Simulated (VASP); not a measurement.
All values below come from PBE GGA, VASP's PBE PAW potentials (set 64) (plane waves; VASP).

Input for VASP

KPOINTS:
```
Automatic mesh
0
Gamma
5 5 5
0 0 0
```

**INCAR**
```
SYSTEM = ZnS
GGA = PE
LREAL = .FALSE.   ! projection in real space or not
SIGMA = 0.05   ! width (eV)
EDIFF = 1E-6   ! SCF stop (eV)
ISMEAR = 0
LCHARG = .FALSE.
ALGO = Normal
LMAXMIX = 4   ! l cut-off of mixed one-centre charges
LWAVE = .FALSE.
NELM = 100   ! most electronic steps
PREC = Accurate
ENCUT = 400
LASPH = .TRUE.   ! aspherical one-centre terms
ISIF = 2   ! forces and stress, cell fixed
```

POSCAR:
```
ZnS
3.8254480
  0.0000000000   0.7071067232   0.7071067232
  0.7071067232   0.0000000000   0.7071067232
  0.7071067232   0.7071067232   0.0000000000
Zn S
1 1
Cart
  0.0000000000   0.0000000000   0.0000000000
  0.3535533616   0.3535533616   0.3535533616
```

POTCAR, in this order: Zn S (PBE.64 set). Program: vasp_std.

Q: What will the output report for the number of irreducible k-points (NKPTS), number of bands (NBANDS), largest plane-wave count, number of space-group operations, FFT grid (NGX, NGY, NGZ)?

A: 
```
Property                                       Value
--------------------------------------  ------------
number of irreducible k-points (NKPTS)            10
number of bands (NBANDS)                          13
largest plane-wave count                         728
number of space-group operations                  24
FFT grid (NGX, NGY, NGZ)                28 × 28 × 28
```

The compound is ZnS in the zinc blende structure. The cell was not relaxed at this level. The run is one of a series of settings (KPOINTS 5×5×5 Γ-centred mesh against the base run), some of them coarse on purpose.
